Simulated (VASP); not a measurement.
Input:

```
ScS
1.0
    0.00000     2.57633     2.57633
    2.57633     0.00000     2.57633
    2.57633     2.57633     0.00000
Sc S
1 1
Direct
  0.50000   0.50000   0.50000
  0.00000   0.00000   0.00000
```

Method: PBEsol GGA with spin-orbit coupling, VASP's PBE PAW potentials (set 64) (plane waves; VASP). Numerical set-up: 400 eV cut-off, 11×11×11 Γ-centred mesh, Gaussian smearing of 0.050 eV, potentials Sc_sv S.

Task: Give the energies of bands 11 to 23 at the high-symmetry points, in eV from the Fermi level.

Result: 
| band | Γ | X | U | L | W |
|---|---|---|---|---|---|
| 11 | -2.98 | -6.40 | -6.11 | -7.58 | -5.79 |
| 12 | -2.98 | -6.40 | -6.11 | -7.58 | -5.79 |
| 13 | -2.88 | -4.22 | -5.91 | -5.03 | -5.78 |
| 14 | -2.88 | -4.22 | -5.91 | -5.03 | -5.78 |
| 15 | -2.88 | -4.15 | -4.66 | -4.99 | -5.42 |
| 16 | -2.88 | -4.15 | -4.66 | -4.99 | -5.42 |
| 17 | -0.33 | -2.27 | -0.49 | 1.83 | 0.82 |
| 18 | -0.33 | -2.27 | -0.49 | 1.83 | 0.82 |
| 19 | -0.33 | 1.10 | 2.04 | 1.83 | 0.84 |
| 20 | -0.33 | 1.10 | 2.04 | 1.83 | 0.84 |
| 21 | -0.32 | 2.38 | 2.23 | 2.10 | 1.99 |
| 22 | -0.32 | 2.38 | 2.23 | 2.10 | 1.99 |
| 23 | 0.20 | 2.40 | 2.50 | 2.35 | 2.39 |

It has no gap at this level: it comes out as a metal or semimetal.

The structure comes from a computed database's ScS entry (Fm-3m); how it stands against other phases isn't given here. It was relaxed first.
